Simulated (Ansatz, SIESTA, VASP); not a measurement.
Cd3Se: programs and potentials compared

```
Cd Se
1.0
    -2.04095    2.04095    6.08708
     2.04095   -2.04095    6.08708
     2.04095    2.04095   -6.08708
Cd Se
3 1
Direct
  0.50212 0.51611 0.02056
  0.25578 0.75350 0.50228
  0.74774 0.24775 0.49184
  0.01235 0.01057 0.02108
```

The cell comes from a database or a generator and needn't be the stable form of this composition.

Atoms were shifted at random by some hundredths of an Å from the given cell, which wasn't relaxed again for these runs.

Alike in all runs: task single point; functional PBE; k mesh 9 × 9 × 9; occupations fermi-dirac, width 0.05 eV; no spin polarisation; no spin-orbit coupling. Pressure is positive in compression and, in plane waves, holds the error of the finite cutoff, which Ansatz's Pulay term estimates and takes out.

```tsv
program and potentials	plane-wave cutoff (eV)	notes	pressure (GPa)	largest force (eV/Å)	energy over the undisturbed cell (meV/atom)
Ansatz, Ansatz PAW	420	19 valence electrons an atom on average; Pulay term of +0.05 GPa included	-0.47	0.120	0.71
VASP, PBE PAW files Cd, Se, 520 eV	520	10.5 valence electrons an atom on average	?	?	-
SIESTA, files PseudoDojo sr-pbe-0.4.1-standard, DZP (energy shift 0.003 Ry; two zetas on semicore shells)	-	atomic basis; 19 valence electrons an atom on average	-1.32	0.117	1.03
```

Task: Estimate from the other rows what the run with VASP, PBE PAW files Cd, Se, 520 eV gave.

Result: Pressure -0.24 GPa; largest force 0.124 eV/Å. The other rows, which needn't bracket it: pressure -1.32 to -0.47; largest force 0.117 to 0.120; energy over the undisturbed cell 0.71 to 1.03.
